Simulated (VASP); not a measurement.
# CdP: structure and properties in VASP, part 4 of 4

Aim: relax CdP, then compute properties on the relaxed cell. The cell is invented: it takes the structure of a Materials Project entry for SnP (space group 225 there), with some of its atoms replaced by other elements, volume scaled by an estimate. It may not be a known or stable phase.

VASP 6.6.1, plane waves and PAW; the level of theory is named at each step.

Still holding for the runs below: This run has no spin polarisation. Its electron count is odd, so without a moment it is a metal by construction. Spin-orbit coupling is off here; it would split degenerate levels.

So far. Step 6 (Total and projected DOS (vdW-DF2)): The finer mesh and the other smearing move the Fermi level by +0.03 eV from the 7×7×7 run, a small shift, which tests the Fermi level alone. Step 7 (Bands along the symmetry lines (r2SCAN)): There is no gap at this level.

**8. Independent-particle dielectric function (vdW-DF2)**

This step: vdW-DF2; plane waves and PAW (Cd, P); invented cell (VASP 6.6.1).

LOPTICS sums transitions from filled to empty bands. The mesh is finer than in the run before. NBANDS is raised for it.

Contents of INCAR:

```
SYSTEM = CdP
PREC = Accurate
ENCUT = 400
EDIFF = 1E-06
NELM = 100
ISMEAR = 0
SIGMA = 0.05
LREAL = .FALSE.
ALGO = Normal
GGA = ML
AGGAC = 0
LUSE_VDW = .TRUE.
ZAB_VDW = -1.8867
LASPH = .TRUE.
LORBIT = 11
LWAVE = .FALSE.
LCHARG = .FALSE.
LOPTICS = .TRUE.
NEDOS = 1500
CSHIFT = 0.1
NBANDS = 24
```

Contents of POSCAR:

```
CdP
1.0
    0.0000000000      2.8450135600      2.8450135600
    2.8450135600      0.0000000000      2.8450135600
    2.8450135600      2.8450135600      0.0000000000
Cd P
1 1
Direct
    0.5000000000      0.5000000000      0.5000000000
    0.0000000000      0.0000000000      0.0000000000
```

Contents of KPOINTS:

```
Automatic mesh
0
Gamma
10 10 10
0 0 0
```

The projector-augmented-wave data sets are Cd and P (PBE family, release 64).

On the command line:

```console
$ mpirun -np 1 vasp_std
```

Log:

```text
[... set-up lines as in an earlier step ...]
 entering main loop
       N       E                     dE             d eps       ncg     rms          rms(c)
DAV:   1     0.947126062046E+02    0.94713E+02   -0.62383E+03  2280   0.501E+02
DAV:   2     0.240833174924E+01   -0.92304E+02   -0.82400E+02  2744   0.163E+02
DAV:   3    -0.804570434355E+00   -0.32129E+01   -0.31940E+01  2744   0.311E+01
DAV:   4    -0.814152100806E+00   -0.95817E-02   -0.95810E-02  2584   0.179E+00
DAV:   5    -0.814196171516E+00   -0.44071E-04   -0.44070E-04  2808   0.115E-01    0.395E+00
DAV:   6    -0.398599908507E+00    0.41560E+00   -0.42086E-01  2888   0.642E+00    0.364E+00
DAV:   7    -0.390839189299E+00    0.77607E-02   -0.93739E-02  2760   0.147E+00    0.180E+00
DAV:   8    -0.392477364260E+00   -0.16382E-02   -0.75461E-03  2528   0.634E-01    0.354E-01
DAV:   9    -0.392981052949E+00   -0.50369E-03   -0.74114E-04  2664   0.194E-01    0.422E-02
DAV:  10    -0.393039882739E+00   -0.58830E-04   -0.77906E-05  2544   0.591E-02    0.309E-02
DAV:  11    -0.393062109009E+00   -0.22226E-04   -0.43593E-05  2480   0.372E-02    0.136E-02
DAV:  12    -0.393061770470E+00    0.33854E-06   -0.74020E-07  2360   0.686E-03
   1 F= -.39306177E+00 E0= -.39229292E+00  d E =-.153770E-02
 optical routines
 imaginary and real dielectric function
 recalculating local potential from charge density
 direction            1
 direction            2
 direction            3
```

Run time: 62 s. Hardware: 1 MPI rank of AMD EPYC 7R43, shared host; peak memory 0.33 GiB.

OUTCAR, selected parts (step 8):

```text
   k-points           NKPTS =     47   k-points in BZ     NKDIM =     47   number of bands    NBANDS=     24

   NELECT =      17.0000    total number of electrons

 E-fermi :   2.7891

 k-point     1 :       0.0000    0.0000    0.0000
  band No.  band energies     occupation
    ...
      2      -5.4613      2.00000
      3      -5.4613      2.00000
      4      -5.4356      2.00000
      5      -5.4356      2.00000
      6      -5.4356      2.00000
      7       2.8872      0.00551
      8       2.8872      0.00551
      9       2.8872      0.00551
     10       4.0624      0.00000
     11      11.2020      0.00000
    ...

  Total       -0.0674231     -0.0674231     -0.0674231      0.0000000      0.0000000     -0.0000000
  in kB       -2.3455041     -2.3455041     -2.3455041      0.0000000      0.0000000     -0.0000000
  external PRESSURE =      -2.3455041 kB  Pullay stress =       0.0000000 kB

 POSITION                                       TOTAL-FORCE (eV/Angst)
 -----------------------------------------------------------------------------------
      2.84501      2.84501      2.84501         0.000000     -0.000000     -0.000000
      0.00000      0.00000      0.00000        -0.000000      0.000000      0.000000
 -----------------------------------------------------------------------------------
    total drift:                                0.000000      0.000000      0.000000

  FREE ENERGIE OF THE ION-ELECTRON SYSTEM (eV)
  ---------------------------------------------------
  free  energy   TOTEN  =        -0.3930617705 eV

  energy  without entropy=       -0.3915240745  energy(sigma->0) =       -0.39229292

Total vdW correction in eV:      3.0221750

Total vdW correction in eV:      3.0221750

 plasma frequency squared (from intraband transitions) (eV^2)
  --------------------------------------------------------------------------------------
      38.528      -0.000      -0.000
      -0.000      38.528      -0.000
      -0.000      -0.000      38.528

[... 7 parts as in an earlier step ...]

[... 9 further parts left out ...]
```

These are independent-particle spectra without excitons or local fields, and fine structure depends on the mesh and on CSHIFT. The intraband (Drude) part is not in this spectrum.

Numbers from this step:

| Quantity | Value |
| --- | --- |
| SCF cycles | 12 |
| bands | 24 |
| irreducible k-points | 47 |
| free energy (TOTEN) | -0.3931 eV |
| energy at zero smearing | -0.3923 eV |
| Fermi energy | 2.789 eV |
| pressure | -0.2346 GPa |

The imaginary dielectric function, xx has structure finer than the step of the table below, so its rows give means over 1 eV, whole bins alone (the curve runs from 0 to 25.0 eV). Peaks (eV: height): 0.2: 159.

Imaginary dielectric function, xx against photon energy; means over each step:

```
photon energy (eV)  imaginary dielectric function, xx
                 1                               12.1
                 2                               11.2
                 3                               12.1
                 4                               7.19
                 5                               3.18
                 6                               1.49
                 7                               3.73
                 8                               2.94
                 9                               1.95
                10                               1.55
                11                              0.997
                12                              0.664
                13                              0.701
                14                              0.764
                15                              0.742
                16                              0.624
                17                              0.331
                18                              0.321
                19                              0.326
                20                              0.322
                21                              0.309
                22                              0.252
                23                              0.260
                24                              0.235
```

Table of real dielectric function, xx by photon energy:

```
photon energy (eV)  real dielectric function, xx
                 0                           176
                 1                          1.14
                 2                          11.0
                 3                         0.770
                 4                         -4.55
                 5                         -1.93
                 6                        -0.378
                 7                          2.45
                 8                         -1.66
                 9                        -0.908
                10                        -0.792
                11                        -0.476
                12                       -0.0676
                13                         0.110
                14                         0.280
                15                         0.489
                16                        0.0973
                17                         0.278
                18                         0.481
                19                         0.426
                20                         0.559
                21                         0.554
                22                         0.553
                23                         0.685
                24                         0.574
```

**9. Summary of results**

| Property | Result |
| --- | --- |
| relaxed volume | 23.03 Å³/atom |
| relaxed conventional cell a, b, c | 5.690, 5.690, 5.690 Å |
| space group after relaxing, within 0.02 Å | Fm-3m (No. 225) |
| band gap | none, a metal |
| DOS at the Fermi level | 1.51 states/eV/cell |
| band gap (r2SCAN) | none, a metal |

In words: With vdW-DF2, CdP relaxes to 23.03 Å³/atom in space group Fm-3m (held by the symmetry of the run) and comes out as a metal. Band structure (vdW-DF2): Of the bands kept, 4 cross the Fermi level on this path. Bands along the symmetry lines (r2SCAN): Of the bands kept, 3 cross the Fermi level on this path. The other levels ran on the cell relaxed with vdW-DF2, and without spin-orbit coupling unless named. Spin-orbit coupling is left out; it would split some degenerate bands. The k-sampling is coarse for a metal, so the Fermi level, pressures and the shape of the cell carry errors. With an odd electron count and no spin the cell is a metal by construction. No search among competing phases was made. All values are for a static lattice at zero temperature.

[Lines on the potential files, build, host, timing and source positions are cut from VASP's logs without a mark.]

[Logs are printed without paths, hosts, clocks, repeated set-up lines and the standing remarks that a program may print on its own settings, such as how far it seeks lower states.]

[Hosts, paths, dates, database ids (printed as entryN), source tags and the programs' standing remarks are cut or masked in the printed files.]

[A measured line is paired with the nearest computed mode of its activity, which favours agreement.]
